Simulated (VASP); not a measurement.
An input for Ansatz (written as the equivalent of a VASP run, and not itself run):

Ansatz 0.2 input:
```yaml
crystal:
  lattice:
    - [4.3460900, 0.0000000, 0.0000000]
    - [-2.1730450, 3.7638240, 0.0000000]
    - [0.0000000, 0.0000000, 7.0898400]
  atoms:
    - { symbol: Cd, position: [0.6666670, 0.3333330, 0.4999500] }
    - { symbol: Cd, position: [0.3333330, 0.6666670, 0.9999500] }
    - { symbol: Se, position: [0.6666670, 0.3333330, 0.8759100] }
    - { symbol: Se, position: [0.3333330, 0.6666670, 0.3759100] }
kpoints:
  mp_grid: { grid: [4, 4, 2] }
hamiltonian:
  xc: pbe
  pseudopotentials: { kind: paw }
scf:
  occupations: { method: gaussian, width: 0.01 }
  max_iter: 100
output: { forces: true, stress: true, eigenvalues: true }
```

Translate this input to VASP (INCAR, KPOINTS, POSCAR, choice of POTCAR).

One answer among several that fit: 
INCAR:
```
ENCUT  =  500   ! plane-wave cut-off (eV)
ISMEAR  =  0
ALGO  =  Normal   ! blocked Davidson
LASPH  =  .True.   ! aspherical one-centre terms
EDIFF  =  1E-8   ! SCF stop (eV)
NELM  =  100
GGA  =  PE   ! PBE
SIGMA  =  0.01
LREAL  =  .False.   ! projection in real space or not
PREC  =  Normal
LCHARG  =  .False.
SYSTEM  =  CdSe
LWAVE  =  .True.
```

### POSCAR
```
CdSe
1
    4.3460900000     0.0000000000     0.0000000000
   -2.1730450000     3.7638240000     0.0000000000
    0.0000000000     0.0000000000     7.0898400000
Cd Se
2 2
Direct
  0.6666670000   0.3333330000   0.4999500000
  0.3333330000   0.6666670000   0.9999500000
  0.6666670000   0.3333330000   0.8759100000
  0.3333330000   0.6666670000   0.3759100000
```

**KPOINTS**
```
Automatic mesh
0
Gamma
4 4 2
0 0 0
```

POTCAR, in this order: Cd_sv_GW Se_GW (PBE.64 set). Program: vasp_std.

Limits of the translation: each code has its own PAW files, so the cut-off isn't converted (ENCUT is set for VASP's; basis.ecutwfc is left out, and Ansatz then takes the one that its files recommend); Ansatz stops its SCF on the density residual and VASP on the energy change (EDIFF).

The structure comes from a computed database's CdSe entry (P6_3mc); how it stands against other phases isn't given here. The cell was not relaxed at this level. The k-mesh is coarse (spacing up to 0.44 per Å, 2π included), so the numbers may not be converged in it.
